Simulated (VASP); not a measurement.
Method: PBEsol GGA, VASP's PBE PAW potentials (set 64) (plane waves; VASP).

Input for VASP

**POSCAR**
```
YN
1
    0.0000000000     2.4051241197     2.4051241197
    2.4051241197     0.0000000000     2.4051241197
    2.4051241197     2.4051241197     0.0000000000
Y N
1 1
Direct
  0.0000000000   0.0000000000   0.0000000000
  0.5000000000   0.5000000000   0.5000000000
```

INCAR:
```
LCHARG  =  F
LMAXMIX  =  4   # l cut-off of mixed one-centre charges
LASPH  =  T   # aspherical one-centre terms
ALGO  =  Normal
EDIFF  =  1E-6   # SCF stop (eV)
EDIFFG  =  -0.02
PREC  =  Accurate
ISIF  =  3   # ions, shape and volume
NELM  =  100
PSTRESS  =  100   # kbar
GGA  =  PS
SYSTEM  =  YN
ENCUT  =  620
IBRION  =  2
SIGMA  =  0.05   # width (eV)
NSW  =  40   # most ionic steps
ISMEAR  =  0   # Gaussian
LREAL  =  F   # projection in real space or not
LWAVE  =  F
```

### KPOINTS
```
kpoints
0
gamma
9 9 9
```

POTCAR, in this order: Y_sv N (PBE.64 set). Program: vasp_std.

Q: What will the output report for the number of irreducible k-points (NKPTS), largest plane-wave count, number of space-group operations, FFT grid (NGX, NGY, NGZ)?

A: 
| Quantity | Value |
|---|---|
| number of irreducible k-points (NKPTS) | 35 |
| largest plane-wave count | 986 |
| number of space-group operations | 48 |
| FFT grid (NGX, NGY, NGZ) | 28 × 28 × 28 |

The compound is YN in the rock salt structure. This run relaxes it under an external pressure of 10 GPa. Symmetry was kept, so distortions that lower it aren't found.
